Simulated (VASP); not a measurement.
Data:

```yaml
crystal:
  lattice:
    - [4.27708, 0.00000, 0.00000]
    - [-2.13854, 3.70406, 0.00000]
    - [0.00000, 0.00000, 2.46256]
  atoms:
    - { symbol: Fe, position: [0.00000, 0.00000, 0.00000], spin: 2.8 }
    - { symbol: Si, position: [0.33333, 0.66667, 0.50000], spin: 0.1 }
    - { symbol: Si, position: [0.66667, 0.33333, 0.50000], spin: 0.1 }
```

Computed with r2SCAN meta-GGA, VASP's PBE PAW potentials (set 64) (plane waves; VASP). Numerical set-up: 400 eV cut-off, 8×8×11 Γ-centred mesh, first-order Methfessel-Paxton smearing of 0.10 eV, potentials Fe Si.

Task: What does the run give for the cell moment, energy per atom (σ→0), band gap (on the k-mesh) with the smallest direct gap where there is one?

Result: 
| Item | Value |
|---|---|
| band gap (on the k-mesh) | none (metal, semimetal or under 0.01 eV) |
| cell moment | 2.88 μB |
| energy per atom (σ→0) | -10.294 eV/atom |

Task: Give the moment on each site (PAW-sphere projection).

Result: 
| site | moment (μB) |
|---|---|
| Fe1 | 2.78 |
| Si2 | 0.08 |
| Si3 | 0.08 |

Total energies compare only between runs with the same potentials, cut-off and functional.

The structure was generated: FeSi2 was put into the AlB2 type (P6/mmm), which need not be its known phase. It was relaxed first, which changed the volume by -47 %. The start is the result of an earlier pass.
